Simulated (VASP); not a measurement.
Method: PBE GGA, VASP's PBE PAW potentials (set 64) (plane waves; VASP).

The input files of a VASP run:

INCAR:
```
# general
SYSTEM =Ga32As32H
PREC   =Normal
ENCUT  =400
LREAL  =Auto   # projection in real space or not
LASPH  =.True.   # aspherical one-centre terms
ISYM   =0

# electronic loop
EDIFF  =1E-5
NELM   =100   # most electronic steps
NELMIN =4
ALGO   =Fast   # Davidson, then RMM-DIIS
LMAXMIX=4

# smearing
ISMEAR =0   # Gaussian
SIGMA  =0.05   # width (eV)

# functional
GGA    =PE

# spin
ISPIN  =2   # spin-polarised
MAGMOM =65*0.0154
NUPDOWN=1

# ions
IBRION =2
NSW    =60   # most ionic steps
ISIF   =2
EDIFFG =-0.03   # ionic stop

# output
LWAVE  =.False.
LCHARG =.False.
```

POSCAR:
```
Ga32As32H
1
   11.5222104212    -0.0000000000    -0.0000000000
   -0.0000000000    11.5222104212     0.0000000000
    0.0000000000     0.0000000000    11.5222104212
Ga As H
32 32 1
Direct
  0.5002700000   0.0011050000  -0.0011100000
  0.7480120000   0.2484460000  -0.0023820000
  0.7507920000  -0.0011760000   0.2509360000
 -0.0012780000  -0.0004510000  -0.0011490000
  0.2502370000   0.2514880000  -0.0010280000
  0.5025270000   0.5009150000   0.0021390000
  0.7508150000   0.7503070000  -0.0007350000
  0.2487750000  -0.0011060000   0.2497750000
  0.4988210000   0.2497590000   0.2484360000
  0.7499130000   0.4992680000   0.2511030000
  0.4993290000   0.0008930000   0.4991500000
  0.7476720000   0.2486340000   0.5025040000
  0.7511890000  -0.0001320000   0.7505130000
 -0.0018490000   0.4978770000  -0.0019680000
  0.2509640000   0.7502180000   0.0011000000
  0.0012020000   0.2498950000   0.2518160000
  0.2507100000   0.4992880000   0.2502810000
  0.5015130000   0.7525070000   0.2518640000
  0.0022720000   0.0015270000   0.4999210000
  0.2477360000   0.2520840000   0.5007440000
  0.4984570000   0.5012250000   0.5008020000
  0.7524240000   0.7496580000   0.4977180000
  0.2502160000   0.0017920000   0.7482480000
  0.4991540000   0.2476890000   0.7519330000
  0.7510350000   0.5018130000   0.7512060000
 -0.0009890000   0.7495730000   0.2520030000
  0.0025040000   0.4992980000   0.4984330000
  0.2510560000   0.7499070000   0.4988690000
 -0.0015080000   0.2517620000   0.7518490000
  0.2502090000   0.4978530000   0.7517890000
  0.5024710000   0.7513330000   0.7491670000
 -0.0024130000   0.7476410000   0.7512890000
  0.6250570000   0.1270860000   0.1271040000
  0.8746860000   0.3725040000   0.1247710000
  0.8754820000   0.1224720000   0.3753120000
  0.1260260000   0.1246840000   0.1231780000
  0.3735240000   0.3744050000   0.1273170000
  0.6268360000   0.6243520000   0.1228350000
  0.8735400000   0.8745040000   0.1248350000
  0.3769140000   0.1254580000   0.3738500000
  0.6234140000   0.3750750000   0.3728080000
  0.8763100000   0.6260150000   0.3760040000
  0.6253870000   0.1240750000   0.6247090000
  0.8735690000   0.3760170000   0.6257990000
  0.8727010000   0.1227300000   0.8734020000
  0.1252830000   0.6233420000   0.1274010000
  0.3737460000   0.8772660000   0.1268010000
  0.1263000000   0.3758510000   0.3771980000
  0.3733880000   0.6233650000   0.3761980000
  0.6252310000   0.8728220000   0.3749410000
  0.1247630000   0.1235030000   0.6232860000
  0.3731060000   0.3745440000   0.6226060000
  0.6248880000   0.6238040000   0.6258080000
  0.8726520000   0.8727850000   0.6274410000
  0.3737270000   0.1260190000   0.8771000000
  0.6238900000   0.3762800000   0.8731840000
  0.8742520000   0.6262040000   0.8730860000
  0.1231610000   0.8770180000   0.3765870000
  0.1236220000   0.6267410000   0.6274700000
  0.3767720000   0.8769760000   0.6228340000
  0.1240160000   0.3738280000   0.8746330000
  0.3751840000   0.6264600000   0.8735710000
  0.6273820000   0.8760650000   0.8768080000
  0.1239630000   0.8750890000   0.8731750000
  0.3775380000   0.3750150000   0.3767470000
```

**KPOINTS**
```
Automatic mesh
0
Gamma
1 1 1
0 0 0
```

POTCAR, in this order: Ga As H (PBE.64 set). Program: vasp_gam.

Output of the run:

File OSZICAR:
```
...
RMM:   5    -0.260904841155E+03   -0.94199E-05   -0.94638E-05   634   0.184E-02
  39 F= -.26090484E+03 E0= -.26089845E+03  d E =-.105537E-01  mag=     1.0000
       N       E                     dE             d eps       ncg     rms          rms(c)
DAV:   1    -0.260907407706E+03   -0.25760E-02   -0.34008E-01   672   0.111E+00    0.186E-01
RMM:   2    -0.260908762352E+03   -0.13546E-02   -0.16757E-02   648   0.239E-01    0.675E-02
RMM:   3    -0.260909035237E+03   -0.27289E-03   -0.28798E-03   678   0.976E-02    0.436E-02
RMM:   4    -0.260909051894E+03   -0.16657E-04   -0.40017E-04   653   0.386E-02    0.180E-02
RMM:   5    -0.260909062886E+03   -0.10991E-04   -0.10228E-04   636   0.188E-02    0.701E-03
RMM:   6    -0.260909064717E+03   -0.18311E-05   -0.19949E-05   412   0.822E-03
  40 F= -.26090906E+03 E0= -.26090346E+03  d E =-.147773E-01  mag=     1.0000
       N       E                     dE             d eps       ncg     rms          rms(c)
DAV:   1    -0.260909110586E+03   -0.47700E-04   -0.92480E-03   736   0.184E-01    0.310E-02
RMM:   2    -0.260909149093E+03   -0.38507E-04   -0.47184E-04   648   0.401E-02    0.112E-02
RMM:   3    -0.260909156859E+03   -0.77663E-05   -0.81311E-05   534   0.164E-02    0.723E-03
RMM:   4    -0.260909157568E+03   -0.70846E-06   -0.11382E-05   395   0.641E-03
  41 F= -.26090916E+03 E0= -.26090367E+03  d E =-.148701E-01  mag=     1.0000
       N       E                     dE             d eps       ncg     rms          rms(c)
DAV:   1    -0.260913027337E+03   -0.38705E-02   -0.17553E-01   684   0.790E-01    0.130E-01
RMM:   2    -0.260913695081E+03   -0.66774E-03   -0.85162E-03   648   0.167E-01    0.497E-02
RMM:   3    -0.260913825707E+03   -0.13063E-03   -0.14131E-03   687   0.674E-02    0.316E-02
RMM:   4    -0.260913829407E+03   -0.37006E-05   -0.19104E-04   651   0.261E-02    0.111E-02
RMM:   5    -0.260913834349E+03   -0.49418E-05   -0.46331E-05   486   0.124E-02
  42 F= -.26091383E+03 E0= -.26090826E+03  d E =-.467678E-02  mag=     1.0000
       N       E                     dE             d eps       ncg     rms          rms(c)
DAV:   1    -0.260915016921E+03   -0.11875E-02   -0.17993E-01   672   0.799E-01    0.131E-01
RMM:   2    -0.260915716365E+03   -0.69944E-03   -0.88350E-03   648   0.171E-01    0.506E-02
RMM:   3    -0.260915855374E+03   -0.13901E-03   -0.14737E-03   686   0.691E-02    0.327E-02
RMM:   4    -0.260915860001E+03   -0.46264E-05   -0.20272E-04   652   0.269E-02    0.109E-02
RMM:   5    -0.260915865300E+03   -0.52992E-05   -0.48247E-05   495   0.127E-02
  43 F= -.26091587E+03 E0= -.26091019E+03  d E =-.670773E-02  mag=     1.0000
       N       E                     dE             d eps       ncg     rms          rms(c)
DAV:   1    -0.260920372916E+03   -0.45129E-02   -0.22252E-01   668   0.899E-01    0.136E-01
RMM:   2    -0.260921048921E+03   -0.67600E-03   -0.89140E-03   648   0.177E-01    0.587E-02
RMM:   3    -0.260921171860E+03   -0.12294E-03   -0.14943E-03   685   0.710E-02    0.371E-02
RMM:   4    -0.260921173055E+03   -0.11947E-05   -0.21556E-04   649   0.281E-02    0.114E-02
RMM:   5    -0.260921178837E+03   -0.57825E-05   -0.52370E-05   511   0.132E-02
  44 F= -.26092118E+03 E0= -.26091560E+03  d E =-.531354E-02  mag=     1.0000
       N       E                     dE             d eps       ncg     rms          rms(c)
DAV:   1    -0.260922421966E+03   -0.12489E-02   -0.89930E-02   688   0.570E-01    0.863E-02
RMM:   2    -0.260922704463E+03   -0.28250E-03   -0.36653E-03   648   0.113E-01    0.379E-02
RMM:   3    -0.260922757619E+03   -0.53155E-04   -0.62013E-04   687   0.456E-02    0.244E-02
RMM:   4    -0.260922758403E+03   -0.78457E-06   -0.89379E-05   607   0.182E-02
  45 F= -.26092276E+03 E0= -.26091722E+03  d E =-.689310E-02  mag=     1.0000
       N       E                     dE             d eps       ncg     rms          rms(c)
DAV:   1    -0.260920725148E+03    0.20325E-02   -0.35891E-01   648   0.114E+00    0.173E-01
RMM:   2    -0.260921825697E+03   -0.11005E-02   -0.14518E-02   648   0.226E-01    0.752E-02
RMM:   3    -0.260922030180E+03   -0.20448E-03   -0.24513E-03   688   0.906E-02    0.479E-02
RMM:   4    -0.260922031679E+03   -0.14994E-05   -0.34714E-04   648   0.358E-02    0.154E-02
RMM:   5    -0.260922041377E+03   -0.96982E-05   -0.87291E-05   576   0.169E-02
  46 F= -.26092204E+03 E0= -.26091653E+03  d E =-.617608E-02  mag=     1.0000
       N       E                     dE             d eps       ncg     rms          rms(c)
DAV:   1    -0.260922627998E+03   -0.59632E-03   -0.14249E-01   668   0.718E-01    0.111E-01
RMM:   2    -0.260923038597E+03   -0.41060E-03   -0.55973E-03   648   0.140E-01    0.467E-02
RMM:   3    -0.260923106776E+03   -0.68179E-04   -0.90701E-04   679   0.557E-02    0.284E-02
RMM:   4    -0.260923106551E+03    0.22425E-06   -0.13509E-04   650   0.220E-02    0.977E-03
RMM:   5    -0.260923109760E+03   -0.32084E-05   -0.31628E-05   456   0.103E-02
  47 F= -.26092311E+03 E0= -.26091760E+03  d E =-.724446E-02  mag=     1.0000
       N       E                     dE             d eps       ncg     rms          rms(c)
DAV:   1    -0.260926020140E+03   -0.29136E-02   -0.23152E-01   668   0.898E-01    0.127E-01
RMM:   2    -0.260926524166E+03   -0.50403E-03   -0.72022E-03   648   0.159E-01    0.588E-02
RMM:   3    -0.260926599803E+03   -0.75637E-04   -0.12080E-03   676   0.640E-02    0.348E-02
RMM:   4    -0.260926600263E+03   -0.46025E-06   -0.20210E-04   655   0.261E-02    0.105E-02
RMM:   5    -0.260926604717E+03   -0.44542E-05   -0.43758E-05   496   0.119E-02
  48 F= -.26092660E+03 E0= -.26092137E+03  d E =-.349496E-02  mag=     1.0000
       N       E                     dE             d eps       ncg     rms          rms(c)
DAV:   1    -0.260927238955E+03   -0.63869E-03   -0.24595E-01   668   0.925E-01    0.131E-01
RMM:   2    -0.260927797262E+03   -0.55831E-03   -0.77909E-03   648   0.166E-01    0.615E-02
RMM:   3    -0.260927886110E+03   -0.88848E-04   -0.13226E-03   679   0.668E-02    0.373E-02
RMM:   4    -0.260927887066E+03   -0.95567E-06   -0.21962E-04   653   0.274E-02    0.102E-02
RMM:   5    -0.260927892208E+03   -0.51416E-05   -0.48875E-05   502   0.125E-02
  49 F= -.26092789E+03 E0= -.26092292E+03  d E =-.478245E-02  mag=     1.0000
       N       E                     dE             d eps       ncg     rms          rms(c)
DAV:   1    -0.260929995692E+03   -0.21086E-02   -0.24656E-01   652   0.922E-01    0.145E-01
RMM:   2    -0.260930679110E+03   -0.68342E-03   -0.95313E-03   648   0.181E-01    0.638E-02
RMM:   3    -0.260930789965E+03   -0.11085E-03   -0.15739E-03   678   0.721E-02    0.385E-02
RMM:   4    -0.260930789249E+03    0.71603E-06   -0.24432E-04   654   0.290E-02    0.107E-02
RMM:   5    -0.260930794613E+03   -0.53641E-05   -0.53268E-05   506   0.131E-02
  50 F= -.26093079E+03 E0= -.26092578E+03  d E =-.290240E-02  mag=     1.0000
       N       E                     dE             d eps       ncg     rms          rms(c)
DAV:   1    -0.260930879738E+03   -0.90489E-04   -0.30564E-02   720   0.325E-01    0.506E-02
RMM:   2    -0.260930969546E+03   -0.89808E-04   -0.12115E-03   648   0.645E-02    0.229E-02
RMM:   3    -0.260930985187E+03   -0.15641E-04   -0.20463E-04   665   0.259E-02    0.143E-02
RMM:   4    -0.260930985292E+03   -0.10538E-06   -0.31309E-05   440   0.105E-02
  51 F= -.26093099E+03 E0= -.26092594E+03  d E =-.309308E-02  mag=     1.0000
       N       E                     dE             d eps       ncg     rms          rms(c)
DAV:   1    -0.260931722720E+03   -0.73753E-03   -0.78208E-02   688   0.528E-01    0.952E-02
RMM:   2    -0.260932047705E+03   -0.32499E-03   -0.40794E-03   648   0.118E-01    0.353E-02
RMM:   3    -0.260932097112E+03   -0.49407E-04   -0.61724E-04   671   0.461E-02    0.211E-02
RMM:   4    -0.260932096838E+03    0.27432E-06   -0.93840E-05   627   0.184E-02
  52 F= -.26093210E+03 E0= -.26092699E+03  d E =-.111155E-02  mag=     1.0000
```

### OUTCAR
```
------------------------ aborting loop because EDIFF is reached ----------------------------------------
  FORCE on cell =-STRESS in cart. coord.  units (eV):
  Direction    XX          YY          ZZ          XY          YZ          ZX
  --------------------------------------------------------------------------------------
  Total        2.8830674      2.7921374      2.8336261     -1.9666183     -2.0473244     -1.9828855
  in kB        3.0196594      2.9244215      2.9678758     -2.0597915     -2.1443212     -2.0768293
  external PRESSURE =       2.9706522 kB  Pullay stress =       0.0000000 kB
  volume of cell :     1529.70
      direct lattice vectors                 reciprocal lattice vectors
    11.522210421  0.000000000  0.000000000     0.086788903  0.000000000  0.000000000
     0.000000000 11.522210421  0.000000000     0.000000000  0.086788903  0.000000000
     0.000000000  0.000000000 11.522210421     0.000000000  0.000000000  0.086788903
  FREE ENERGIE OF THE ION-ELECTRON SYSTEM (eV)
  ---------------------------------------------------
  free  energy   TOTEN  =      -260.9320968381 eV

  energy  without entropy=     -260.9218906466  energy(sigma->0) =     -260.92699374

 reached required accuracy - stopping structural energy minimisation
```
(Selected blocks of OUTCAR.)

File CONTCAR:
```
Ga32As32H
   1.00000000000000
    11.5222104212000005    0.0000000000000000    0.0000000000000000
     0.0000000000000000   11.5222104212000005    0.0000000000000000
     0.0000000000000000    0.0000000000000000   11.5222104212000005
  Ga              As              H
    32    32     1
Direct
     0.4990803718894564    0.9981807575555086    0.9982698990381935
     0.7501237974538153    0.2495004767409478    0.0008543042495364
     0.7501015720991625    0.0005539604420995    0.2500355037761798
     0.9994229493582910    0.9999772909072996    0.0001911134286207
     0.2510112100995701    0.2510663544485084    0.0016181890533852
     0.4994299734382978    0.4996682015940402    0.0000830184744207
     0.7499973437883504    0.7499789468800774    0.9998954038606744
     0.2513615245205465    0.0018990424377047    0.2513738618588835
     0.5021115340947604    0.2513159630442943    0.2515845766345499
     0.7542507680643321    0.5025355474026139    0.2496968433789626
     0.4990828756311774    0.9998471730028672    0.5001171224319046
     0.7543134306951745    0.2497358418744089    0.5025752788696083
     0.7493444763170920    0.9995527046178104    0.7497086063798131
     0.9983260725147953    0.4993291544843236    0.9983991294570622
     0.2490260254944086    0.7505613968561010    0.0006432048111263
     0.0015997058140886    0.2510976764764343    0.2513832519911686
     0.2513208231466458    0.5020259265379198    0.2513642693482992
     0.5023800828067646    0.7538054554376176    0.2495008781935905
     0.9982768443990840    0.9981747298600288    0.4998386620447764
     0.2509663497798117    0.2514656451397326    0.5022333368065741
     0.4655193119068220    0.4647254071928705    0.4648559583850381
     0.7458182350340310    0.7459070009274165    0.5046420129054171
     0.2488421722976392    0.0005655021168561    0.7505495317718055
     0.5022495385402282    0.2494503533581504    0.7539521922973061
     0.7461112124195934    0.5046639578902560    0.7463358505115129
     0.0005866060683797    0.7509207763459109    0.2498444236202940
     0.0000707726864995    0.4997357613769941    0.4999194033209913
     0.2497516303403282    0.7538356586230668    0.5022247000486038
     0.0001709278091172    0.2495395371512335    0.7512333109039138
     0.2498101212264719    0.5023393478564575    0.7538104459787650
     0.5041448986541694    0.7462689388673572    0.7465145685072935
     0.9993350498276677    0.7497593621713246    0.7500367310426399
     0.6247095440603758    0.1237498006414575    0.1240612449125341
     0.8763820462186703    0.3750583309505570    0.1254439666218419
     0.8764251067328482    0.1252346275666909    0.3753370676009956
     0.1255560746167738    0.1255552418886240    0.1257445846231099
     0.3761736195320822    0.3760696933361395    0.1269882240769868
     0.6255377422019737    0.6253695059223130    0.1257481211515980
     0.8752179801058542    0.8755635173846941    0.1256865576431156
     0.3761660738420875    0.1271522569247252    0.3766073350047181
     0.6347615710419626    0.3724346459811826    0.3724700816565045
     0.8763985045274086    0.6280461698928554    0.3770999742968087
     0.6253649077802158    0.1258277079420321    0.6253608772810705
     0.8763728831111863    0.3770456197249156    0.6282629992858395
     0.8750014102146700    0.1252281349898741    0.8756130374390640
     0.1239185123630081    0.6250116225103513    0.1242990038829042
     0.3749791426133645    0.8762405187145813    0.1254898608995533
     0.1268856434406236    0.3763548867125276    0.3763093494886489
     0.3727940705589188    0.6339760602593920    0.3726649779563743
     0.6274287294966685    0.8762013833822941    0.3771912600063256
     0.1236829381065573    0.1242681195295280    0.6251538974456451
     0.3727543838939913    0.3726278979481512    0.6341282096653325
     0.6159903531562088    0.6162627800684622    0.6166142320033348
     0.8743612990710015    0.8744413904184715    0.6256012690169641
     0.3749302586081165    0.1252745435089368    0.8762083967020082
     0.6276276453246168    0.3768096526890900    0.8763772749477812
     0.8745673641188957    0.6255096665445558    0.8748635214652924
     0.1255631273599083    0.8765377997359325    0.3753070433480369
     0.1258222747182394    0.6255842761671920    0.6255508679505024
     0.3764298988778587    0.8762346642920952    0.6282179978443856
     0.1255082400625106    0.3752293863853601    0.8763855277360593
     0.3765448968977781    0.6278774700566671    0.8765080252573252
     0.6254257796114194    0.8745200409689026    0.8747329118883789
     0.1249267670260857    0.8755103096785027    0.8755824314363434
     0.3804010024915576    0.3784524276647259    0.3791192860837263
```

The supercell is sampled at Γ alone, which is coarse: total energies, pressure and levels can be off, energies of defects by several tenths of an eV.

The cell is a supercell with a defect, built from GaAs (zinc blende): H between interstitial sites.
